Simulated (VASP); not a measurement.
# YSi2Ru2: which input changes matter, part 4 of 4

Aim: change the input of a sound run on YSi2Ru2 piece by piece and see what each change does. All runs use LDA. The start is a cell from a database of measured crystal structures.

VASP 6.6.1; LDA; plane waves and PAW (Y_sv, Si, Ru_pv).

Still holding for the runs below: This run has no spin polarisation. Its electron count is odd, so without a moment it is a metal by construction.

So far. Step 6 (Full relaxation (LDA), changed input): It ends with a largest force of 0.012 eV/Å and a pressure of -0.08 GPa. Step 8 (Total energy, forces and stress (LDA), changed input): Against the reference run the energy at zero smearing moves by -0.00 meV an atom and the pressure by +0.04 GPa.

The database entry behind the starting cell has ideal inner coordinates that were not refined, so it need not match the best structure at ambient conditions.

**9. Relaxing cell and atoms (LDA)**

The start need not lie at this functional's minimum. ISIF = 3 frees volume, shape and positions, and EDIFFG sets the threshold on forces and stress at which the search stops.

INCAR reads:

```
SYSTEM = YSi2Ru2
PREC = Accurate
ENCUT = 400
EDIFF = 1E-06
NELM = 100
ISMEAR = -1
SIGMA = 0.05
LREAL = .FALSE.
ALGO = Normal
GGA = CA
NBANDS = 29
LASPH = .TRUE.
LORBIT = 11
LWAVE = .FALSE.
LCHARG = .FALSE.
KPAR = 4
IBRION = 2
NSW = 60
ISIF = 3
EDIFFG = -0.01
```

POSCAR reads:

```
YSi2Ru2
1.0
   -4.1557000000      0.0000000000      0.0000000000
    0.0000000000      4.1557000000      0.0000000000
    2.0778500000     -2.0778500000     -4.7685500000
Y Si Ru
1 2 2
Direct
    0.0000000000      0.0000000000      0.0000000000
    0.6250000000      0.6250000000      0.2500000000
    0.3750000000      0.3750000000      0.7500000000
    0.7500000000      0.2500000000      0.5000000000
    0.2500000000      0.7500000000      0.5000000000
```

KPOINTS reads:

```
Automatic mesh
0
Gamma
7 7 7
0 0 0
```

The projector-augmented-wave data sets are Y_sv, Si and Ru_pv (LDA family, release 64).

Launch:

```
> mpirun -np 4 vasp_std
```

The log of the run:

```text
[... set-up lines as in an earlier step ...]
 entering main loop
       N       E                     dE             d eps       ncg     rms          rms(c)
[... 14 cycles as in an earlier step ...]
   1 F= -.44824279E+02 E0= -.44815446E+02  d E =-.448243E+02
 curvature:   0.00 expect dE= 0.000E+00 dE for cont linesearch  0.000E+00
 trial: gam= 0.00000 g(F)=  0.159E+00 g(S)=  0.457E+00 ort = 0.000E+00 (trialstep = 0.100E+01)
 search vector abs. value=  0.616E+00
 bond charge predicted
       N       E                     dE             d eps       ncg     rms          rms(c)
[... 11 cycles as in an earlier step ...]
   2 F= -.44583068E+02 E0= -.44576763E+02  d E =0.241211E+00
[... from here on, the cycles between the ionic steps are left out ...]
   3 F= -.44944887E+02 E0= -.44937253E+02  d E =-.120607E+00
   4 F= -.44944968E+02 E0= -.44937360E+02  d E =-.120689E+00
   5 F= -.44960914E+02 E0= -.44953004E+02  d E =-.159457E-01
   6 F= -.44961687E+02 E0= -.44953665E+02  d E =-.167186E-01
   7 F= -.44962841E+02 E0= -.44954695E+02  d E =-.115417E-02
   8 F= -.44962980E+02 E0= -.44954745E+02  d E =-.129318E-02
   9 F= -.44963016E+02 E0= -.44954803E+02  d E =-.132886E-02
  10 F= -.44963015E+02 E0= -.44954809E+02  d E =-.132880E-02
  11 F= -.44962983E+02 E0= -.44954796E+02  d E =0.321724E-04
 trial-energy change:    0.000032  1 .order    0.000031   -0.000076    0.000138
 step:   0.3643(harm=  0.3643)  dis= 0.00022  next Energy=   -44.963029 (dE=-0.135E-04)
 bond charge predicted
       N       E                     dE             d eps       ncg     rms          rms(c)
DAV:   1    -0.449636851636E+02   -0.70201E-03   -0.10835E-02  2375   0.917E-01    0.258E-01
DAV:   2    -0.449634199191E+02    0.26524E-03   -0.71581E-03  2624   0.638E-01    0.163E-01
DAV:   3    -0.449630370767E+02    0.38284E-03   -0.14573E-03  2612   0.295E-01    0.307E-02
DAV:   4    -0.449630264028E+02    0.10674E-04   -0.14130E-04  3646   0.642E-02    0.368E-02
DAV:   5    -0.449630273634E+02   -0.96062E-06   -0.90999E-06  2904   0.161E-02
  12 F= -.44963027E+02 E0= -.44954827E+02  d E =-.118694E-04
 curvature:  -0.19 expect dE=-0.436E-05 dE for cont linesearch -0.252E-05
 trial: gam= 0.00000 g(F)=  0.130E-05 g(S)=  0.219E-04 ort =-0.321E-04 (trialstep = 0.893E+00)
 search vector abs. value=  0.232E-04
 reached required accuracy - stopping structural energy minimisation
```

Run time: 2.3 min. Hardware: 4 MPI ranks of Intel Xeon Platinum 8259CL at 2.50GHz (Skylake/Cascade Lake), shared host; peak memory 0.9 GiB; 8.6 min of CPU time.

From OUTCAR (step 9):

```text
   NELECT =      47.0000    total number of electrons

 E-fermi :   8.7727

 k-point     1 :       0.0000    0.0000    0.0000
  band No.  band energies     occupation
    ...
     20       7.9546      2.00000
     21       8.2912      1.99987
     22       8.4067      1.99868
     23       8.4067      1.99868
     24       8.5446      1.97934
     25       8.8440      0.38729
     26      10.3315      0.00000
     27      11.8619      0.00000
     28      12.1492      0.00000
     29      12.1492      0.00000

  Total        0.0266991      0.0266991      0.0289777      0.0000000     -0.0000000     -0.0000000
  in kB        0.5372152      0.5372152      0.5830636      0.0000000     -0.0000000     -0.0000000
  external PRESSURE =       0.5524980 kB  Pullay stress =       0.0000000 kB

 POSITION                                       TOTAL-FORCE (eV/Angst)
 -----------------------------------------------------------------------------------
      0.00000      0.00000     -0.00000        -0.000000      0.000000      0.000000
     -2.05481      2.05481     -1.23377        -0.000000      0.000000     -0.003664
      0.00000      0.00000     -3.48095        -0.000000      0.000000      0.003664
     -2.05481      0.00000     -2.35736         0.000000      0.000000      0.000000
      0.00000      2.05481     -2.35736         0.000000     -0.000000     -0.000000
 -----------------------------------------------------------------------------------
    total drift:                               -0.000000      0.000000     -0.000000

  FREE ENERGIE OF THE ION-ELECTRON SYSTEM (eV)
  ---------------------------------------------------
  free  energy   TOTEN  =       -44.9630273634 eV

  energy  without entropy=      -44.9466258385  energy(sigma->0) =      -44.95482660

[... 8 parts as in an earlier step ...]

[... 10 further parts left out ...]
```

The steps of the relaxation:

| step | energy less that of the first step (eV) | largest force (eV/Å) | pressure (GPa) | volume (Å³) |
| --- | --- | --- | --- | --- |
| 1 | 0.0000 | 1.2825 | -7.60 | 82.35 |
| 2 | 0.2412 | 1.1193 | 19.78 | 73.39 |
| 3 | -0.1206 | 0.5076 | 0.82 | 78.89 |
| 4 | -0.1207 | 0.4868 | 1.05 | 78.80 |
| 5 | -0.1366 | 0.1058 | 0.18 | 79.48 |
| 6 | -0.1374 | 0.0130 | -0.03 | 79.66 |
| 7 | -0.1386 | 0.0118 | -0.08 | 79.67 |
| 8 | -0.1387 | 0.0107 | -0.11 | 79.66 |
| 9 | -0.1387 | 0.0114 | -0.10 | 79.67 |
| 10 | -0.1387 | 0.0114 | -0.09 | 79.67 |
| 11 | -0.1387 | 0.0112 | 0.19 | 79.56 |
| 12 | -0.1387 | 0.0037 | 0.06 | 79.63 |

| conventional cell, symmetrised | before | after | change |
| --- | --- | --- | --- |
| a (Å) | 4.156 | 4.110 | -1.1 % |
| b (Å) | 4.156 | 4.110 | -1.1 % |
| c (Å) | 9.537 | 9.429 | -1.1 % |
| volume (Å³/atom) | 16.47 | 15.93 | -3.3 % |

The atoms that moved most (Å, as changes of fractional coordinates times the final cell):

| atom | dx | dy | dz | length |
| --- | --- | --- | --- | --- |
| Si2 | 0.000 | 0.000 | -0.055 | 0.055 |
| Si3 | 0.000 | 0.000 | 0.055 | 0.055 |

The relaxed structure:

```xyz
5
Lattice="-4.1096 0.0000 0.0000 0.0000 4.1096 0.0000 2.0548 -2.0548 -4.7147" Properties=species:S:1:pos:R:3 pbc="T T T"
Y     0.0000    0.0000    0.0000
Si   -2.0548    2.0548   -1.2338
Si    0.0000    0.0000   -3.4810
Ru   -2.0548    0.0000   -2.3574
Ru    0.0000    2.0548   -2.3574
```

Numbers from this step:

```
free energy (TOTEN)             : -44.96 eV
energy at zero smearing         : -44.95 eV
Fermi energy                    : 8.773 eV
pressure                        : 0.05525 GPa
SCF cycles over all ionic steps : 93
```

It ends with a largest force of 0.004 eV/Å and a pressure of 0.06 GPa.

**10. The runs together**

| changed | job | ended | energy (meV/atom) | pressure (GPa) | volume (%) |
| --- | --- | --- | --- | --- | --- |
| MAXMIX = 10, k = 4×4×4 | single point | converged | -9.69 | -0.39 | - |
| k = 1×1×1 | single point | converged | +1461.94 | +18.85 | - |
| ENCUT = 250, LREAL = On | single point | converged, with a warning or advice | +5.86 | -1.94 | - |
| EDIFFG = -0.05 | relaxation | converged | - | - | +0.0 |
| NBANDS = 21 | relaxation | refused | - | - | - |
| ALGO = Fast, IMIX = 1, AMIX = 0.4 | single point | converged | -0.00 | +0.04 | - |

**11. Results**

* MAXMIX = 10, k = 4×4×4 (single point): converged, -9.69 meV/atom
* k = 1×1×1 (single point): converged, +1461.94 meV/atom
* ENCUT = 250, LREAL = On (single point): converged, with a warning or advice, +5.86 meV/atom
* EDIFFG = -0.05 (relaxation): converged, volume +0.0 %
* NBANDS = 21 (relaxation): refused
* ALGO = Fast, IMIX = 1, AMIX = 0.4 (single point): converged, -0.00 meV/atom

What this shows: Changes that show themselves, by a stop, a warning or no convergence: ENCUT = 250, LREAL = On; NBANDS = 21 (where several settings stand together, the step names the one at fault, if it is known). Changes that converge quietly and move the result by over 10 meV an atom or 1 % in volume: k = 1×1×1. Changes with no effect beyond 1 meV an atom and 0.1 GPa here: ALGO = Fast, IMIX = 1, AMIX = 0.4. Differences of single points are from the reference run, and of volumes from the sound relaxation. With an odd electron count and no spin the cell is a metal by construction.

[Lines on the potential files, build, host, timing and source positions are cut from VASP's logs without a mark.]

[Logs are printed without paths, hosts, clocks, repeated set-up lines and the standing remarks that a program may print on its own settings, such as how far it seeks lower states.]

[Hosts, paths, dates, database ids (printed as entryN), source tags and the programs' standing remarks are cut or masked in the printed files.]

[A measured line is paired with the nearest computed mode of its activity, which favours agreement.]
